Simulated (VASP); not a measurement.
Crystal: MgS.

```xyz
2
Lattice="0.0000 2.6044 2.6044 2.6044 0.0000 2.6044 2.6044 2.6044 0.0000" Properties=species:S:1:pos:R:3 pbc="T T T"
Mg    0.0000    0.0000    0.0000
S     2.6044    2.6044    2.6044
```

The cell is a database's computed one.

```yaml
Program: VASP 6.6.1
Task: relaxation of cell and atoms
Functional: RPBE
Potentials_or_basis: VASP PAW PBE potentials, release 64 (Mg, S)
Cutoff: 600 eV
k_mesh: 8 × 8 × 8
Occupations: gaussian, width 0.02 eV
Spin: no spin polarisation
```

At the start: pressure 2.7 GPa; volume 17.67 Å³/atom.

How do energy, volume and symmetry change on relaxing?

Over 3 steps the energy falls by 5.3 meV/atom and the volume is 18.31 Å³/atom (+3.7 %); space group Fm-3m (No. 225, to 0.05 Å).

Step by step:
| step | energy change (eV) | largest force (eV/Å) | pressure (GPa) | volume (Å³) |
| --- | --- | --- | --- | --- |
| 1 | 0.0000 | 0.0000 | 2.72 | 35.33 |
| 2 | -0.0103 | 0.0000 | -0.49 | 36.89 |
| 3 | -0.0107 | 0.0000 | 0.01 | 36.63 |

Final structure:
```cif
data_structure
_symmetry_space_group_name_H-M 'P 1'
_symmetry_Int_Tables_number 1
_cell_length_a 3.7276
_cell_length_b 3.7276
_cell_length_c 3.7276
_cell_angle_alpha 60.000
_cell_angle_beta 60.000
_cell_angle_gamma 60.000
_cell_volume 36.63
loop_
_atom_site_label
_atom_site_type_symbol
_atom_site_fract_x
_atom_site_fract_y
_atom_site_fract_z
_atom_site_occupancy
Mg1 Mg 0.00000 0.00000 0.00000 1
S1 S 0.50000 0.50000 0.50000 1
```

Caveat: the PAW data sets were made with another functional, which shifts forces and pressure a little.
